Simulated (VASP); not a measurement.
HfMoC2:

```
Hf Mo C
1.0
     3.19142    0.00000    0.00000
     0.00000    3.19142    0.00000
     0.00000    0.00000    4.48516
Hf Mo C
1 1 2
Direct
  0.00000 0.00000 0.00000
  0.50000 0.50000 0.50000
  0.50000 0.50000 0.00000
  0.00000 0.00000 0.50000
```

The cell comes from a database or a generator and needn't be the stable form of this composition.

```yaml
Program: VASP 6.6.1
Task: single point
Functional: PBEsol
Potentials_or_basis: VASP PAW PBE potentials, release 64 (Hf_pv, Mo_sv, C)
Cutoff: 520 eV
k_mesh: 8 × 8 × 6
Occupations: fermi-dirac, width 0.05 eV
Spin: no spin polarisation
```

On this cell: pressure -8.9 GPa; largest force under 0.003 eV/Å; band gap on the k mesh none (metal or under the smearing width).

The same run follows on a disturbed copy (atoms moved at random, drawn with an rms of 0.05 Å):

```
Hf Mo C
1.0
     3.19142    0.00000    0.00000
     0.00000    3.19142    0.00000
     0.00000    0.00000    4.48516
Hf Mo C
1 1 2
Direct
  0.99128 0.00120 0.99060
  0.50708 0.49844 0.50548
  0.49023 0.47725 0.01013
  0.01134 0.99367 0.49604
```

**Question.** What changes?

**Answer.** The energy (extrapolated to zero smearing) moves by +23.5 meV/atom; pressure -8.3 GPa; largest force 1.274 eV/Å; band gap on the k mesh none (metal or under the smearing width).

Forces on the atoms (eV/Å):
```
Hf   0.281 -0.817  0.936
Mo  -0.313 -0.153 -0.550
C    0.271  0.990 -0.514
C   -0.240 -0.020  0.128
```

Stress tensor (GPa, compression positive):
```
 -6.87   0.02   0.14
  0.02  -6.95   0.08
  0.14   0.08 -11.01
```

Caveats: the PAW data sets were made with another functional, which shifts forces and pressure a little.
